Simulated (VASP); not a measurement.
Input:

```yaml
crystal:
  lattice:
    - [-1.91204, 1.91204, 4.91279]
    - [1.91204, -1.91204, 4.91279]
    - [1.91204, 1.91204, -4.91279]
  atoms:
    - { symbol: Ti, position: [0.75000, 0.25000, 0.50000] }
    - { symbol: Ti, position: [0.00000, 0.00000, 0.00000] }
    - { symbol: O, position: [0.54438, 0.04438, 0.50000] }
    - { symbol: O, position: [0.79438, 0.79438, 0.00000] }
    - { symbol: O, position: [0.20562, 0.20562, 0.00000] }
    - { symbol: O, position: [0.95562, 0.45562, 0.50000] }
```

All values below come from RPBE GGA, VASP's PBE PAW potentials (set 64) (plane waves; VASP 6.6.1). Numerical set-up: 520 eV cut-off, Gaussian smearing of 0.050 eV, potentials Ti_sv O.

### Question
Give the energies of bands 14 to 27 at the high-symmetry points, in eV from the valence-band maximum.

### Answer

```csv
band,Γ,X,P,N,M,S,R
14,-3.72,-4.17,-4.07,-4.03,-3.65,-3.60,-4.36
15,-3.72,-3.99,-4.06,-3.61,-3.54,-3.58,-3.67
16,-3.27,-3.99,-4.06,-3.52,-3.54,-3.57,-3.67
17,-1.91,-3.50,-3.51,-3.16,-1.87,-2.77,-3.39
18,-1.90,-3.50,-3.51,-1.97,-1.87,-2.76,-3.39
19,-1.90,-2.48,-2.75,-1.93,-1.29,-2.02,-2.60
20,-0.81,-2.48,-2.75,-1.83,-1.29,-1.70,-2.60
21,-0.81,-1.88,-1.49,-1.79,-1.21,-1.13,-1.72
22,-0.78,-1.88,-1.49,-0.85,-1.21,-0.86,-1.72
23,-0.38,-0.05,-0.23,-0.80,-0.09,-0.82,-0.09
24,-0.38,-0.05,-0.23,-0.63,-0.09,-0.76,-0.09
25,2.12,3.12,3.33,3.14,2.41,3.14,3.10
26,2.73,3.12,3.33,3.37,2.41,3.35,3.10
27,3.91,3.57,3.38,3.41,3.62,3.35,3.52
```

The gap is indirect, 2.12 eV, from the valence maximum at Γ-X at 0.89 to the conduction minimum at Γ.

The compound is TiO2 in the anatase structure, one of several forms; rutile is the usual stable one. It was relaxed first, which changed the volume by +5 %.
